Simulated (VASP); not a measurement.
Calculation: PW91 GGA, VASP's PBE PAW potentials (set 64) (plane waves; VASP 6.6.1).

A VASP calculation is set up with these files.

File POSCAR:
```
InAs
1.0
  0.0000000000   3.0931520968   3.0931520968
  3.0931520968   0.0000000000   3.0931520968
  3.0931520968   3.0931520968   0.0000000000
In As
1 1
Cart
  0.0000000000   0.0000000000   0.0000000000
  1.5465760484   1.5465760484   1.5465760484
```

### KPOINTS
```
Automatic mesh
0
Gamma
9 9 9
0 0 0
```

INCAR:
```
SYSTEM = InAs
PREC = Accurate; ENCUT = 520; LREAL = .False.
LASPH = .True.
EDIFF = 1E-6; NELM = 100; ALGO = Normal
LMAXMIX = 4
ISMEAR = 1; SIGMA = 0.1
GGA = 91
IBRION = 2; NSW = 60; ISIF = 3
EDIFFG = -0.01
LWAVE = .False.; LCHARG = .False.
```

POTCAR, in this order: In_d As (PBE.64 set). Program: vasp_std.

The resulting files:

**OSZICAR**
```
       N       E                     dE             d eps       ncg     rms          rms(c)
DAV:   1     0.113075345066E+03    0.11308E+03   -0.84349E+03   910   0.145E+03
DAV:   2     0.275375462688E+00   -0.11280E+03   -0.10921E+03   955   0.320E+02
DAV:   3    -0.781460116891E+01   -0.80900E+01   -0.80295E+01  1180   0.902E+01
DAV:   4    -0.804962711490E+01   -0.23503E+00   -0.23481E+00  1037   0.173E+01
DAV:   5    -0.806175824555E+01   -0.12131E-01   -0.12131E-01  1342   0.344E+00    0.423E+00
DAV:   6    -0.780058289270E+01    0.26118E+00   -0.49774E-01  1374   0.130E+01    0.234E+00
DAV:   7    -0.777979512120E+01    0.20788E-01   -0.13139E-01  1263   0.351E+00    0.694E-01
DAV:   8    -0.778011575071E+01   -0.32063E-03   -0.12130E-02  1088   0.158E+00    0.184E-01
DAV:   9    -0.778070836300E+01   -0.59261E-03   -0.13277E-03  1095   0.476E-01    0.115E-01
DAV:  10    -0.778078487177E+01   -0.76509E-04   -0.13838E-04  1377   0.130E-01    0.805E-02
DAV:  11    -0.778081974892E+01   -0.34877E-04   -0.85534E-05   995   0.968E-02    0.406E-02
DAV:  12    -0.778082025078E+01   -0.50186E-06   -0.56218E-06  1080   0.296E-02
   1 F= -.77808203E+01 E0= -.77809284E+01  d E =-.778082E+01
```

File OUTCAR:
```
------------------------ aborting loop because EDIFF is reached ----------------------------------------
  FORCE on cell =-STRESS in cart. coord.  units (eV):
  Direction    XX          YY          ZZ          XY          YZ          ZX
  --------------------------------------------------------------------------------------
  Total       -0.0065231     -0.0065231     -0.0065231     -0.0000000      0.0000000     -0.0000000
  in kB       -0.1765761     -0.1765761     -0.1765761     -0.0000000      0.0000000     -0.0000000
  external PRESSURE =      -0.1765761 kB  Pullay stress =       0.0000000 kB
  volume of cell :       59.19
      direct lattice vectors                 reciprocal lattice vectors
     0.000000000  3.093152097  3.093152097    -0.161647402  0.161647402  0.161647402
     3.093152097  0.000000000  3.093152097     0.161647402 -0.161647402  0.161647402
     3.093152097  3.093152097  0.000000000     0.161647402  0.161647402 -0.161647402
  FREE ENERGIE OF THE ION-ELECTRON SYSTEM (eV)
  ---------------------------------------------------
  free  energy   TOTEN  =        -7.7808202508 eV

  energy  without entropy=       -7.7811448057  energy(sigma->0) =       -7.78092844

 reached required accuracy - stopping structural energy minimisation
```
(Selected blocks of OUTCAR.)

The compound is InAs in the zinc blende structure. It was relaxed first, which changed the volume by +6 %. The start is the result of an earlier pass.
